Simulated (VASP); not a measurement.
The system is Al2GaP3.

```
Al Ga P
1.0
    -3.84317    3.76652   15.99472
     2.05006   -2.07614    8.07317
     1.86727    2.02183   -8.04286
Al Ga P
4 2 6
Cartesian
  0.0364 -0.0506 5.4461
  -1.7664 1.8772 13.3689
  0.0712 -0.0549 10.7076
  -0.0852 3.8215 10.6707
  0.0741 3.6942 15.9534
  -1.8964 1.8683 8.0805
  0.0631 1.9571 6.5780
  -1.8923 3.7446 14.6313
  0.0071 1.8476 1.3525
  -1.8572 3.9083 9.3517
  2.0203 -0.0406 3.9978
  0.1334 1.7795 12.0656
```

The cell was built by a generator and needn't be a form met in nature.

| Property | Result |
| --- | --- |
| Program | VASP 6.6.1 |
| Task | relaxation of cell and atoms |
| Functional | PBE |
| Potentials or basis | VASP PAW PBE potentials, release 64 (Al, Ga_d, P) |
| Cutoff | 520 eV |
| k mesh | 6 × 6 × 6 |
| Occupations | gaussian, width 0.05 eV |
| Spin | no spin polarisation |

At the start: pressure 2.2 GPa; volume 20.48 Å³/atom.

Task: Where does the relaxation end?

Result: Over 20 steps the energy falls by 61.6 meV/atom and the volume is 20.86 Å³/atom (+1.8 %); space group I-4m2 (No. 119, to 0.05 Å).

Step by step:
```
step  energy change (eV)  largest force (eV/Å)  pressure (GPa)  volume (Å³)
   1              0.0000                2.1817            2.16       245.74
   2             -0.5847                0.6558           -1.67       255.61
   3             -0.5890                0.6523           -1.35       254.71
   4             -0.7037                0.2810            0.21       249.74
   5             -0.7053                0.2925            0.32       249.13
   6             -0.7241                0.1328            0.06       250.17
   7             -0.7256                0.1185           -0.01       250.50
   8             -0.7257                0.1292           -0.04       250.59
   9             -0.7293                0.1004           -0.07       250.61
  10             -0.7294                0.1069           -0.07       250.62
  11             -0.7323                0.0911            0.01       250.27
  12             -0.7334                0.0845            0.12       249.98
  13             -0.7336                0.0801            0.12       249.86
  14             -0.7361                0.0545            0.06       250.32
  15             -0.7369                0.0504           -0.06       250.59
  16             -0.7370                0.0844           -0.18       251.11
  17             -0.7372                0.0668           -0.12       250.85
  18             -0.7385                0.0352           -0.05       250.50
  19             -0.7385                0.0378           -0.02       250.47
  20             -0.7387                0.0185            0.07       250.27
```

Final structure:
```
Al Ga P
1.0
    -3.89495    3.89085   16.49069
     1.94978   -1.94944    8.24539
     1.94712    1.94906   -8.24511
Al Ga P
4 2 6
Direct
  0.16971 0.33773 0.00939
  0.66880 0.33806 0.00905
  0.33540 0.67210 0.00956
  0.83650 0.67202 0.01048
  0.00234 0.00577 0.01036
  0.50339 0.00632 0.01219
  0.46139 0.42254 0.51181
  0.96029 0.42193 0.50977
  0.29430 0.08941 0.51060
  0.79516 0.08931 0.51113
  0.12816 0.75462 0.50985
  0.62715 0.75495 0.50921
```
